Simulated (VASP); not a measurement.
Here is the system:

```
Li3BrO
1.0
    3.86997     0.00000     0.00000
    0.00000     3.86997     0.00000
    0.00000     0.00000     3.86997
Li Br O
3 1 1
Direct
  0.50000   0.00000   0.00000
  0.00000   0.50000   0.00000
  0.00000   0.00000   0.50000
  0.50000   0.50000   0.50000
  0.00000   0.00000   0.00000
```

Calculation: LDA (Ceperley-Alder, Perdew-Zunger) with spin-orbit coupling, VASP's LDA PAW potentials (set 64) (plane waves; VASP). Run with 520 eV cut-off, 5×5×5 Γ-centred mesh, Gaussian smearing of 0.050 eV, potentials Li_sv Br O.

### Question
What does the run give for the energy per atom (σ→0), band gap (over mesh and band path) with the smallest direct gap where there is one?

### Answer

```
Property                                                Value
---------------------------------------------  --------------
band gap (over mesh and band path)                    4.26 eV
smallest direct gap (over mesh and band path)         4.26 eV
energy per atom (σ→0)                          -4.603 eV/atom
```

Only differences to runs with the same potentials and settings are physical.

The structure comes from a computed database's Li3BrO entry (Pm-3m); how it stands against other phases isn't given here. It was relaxed first, which changed the volume by -6 %.
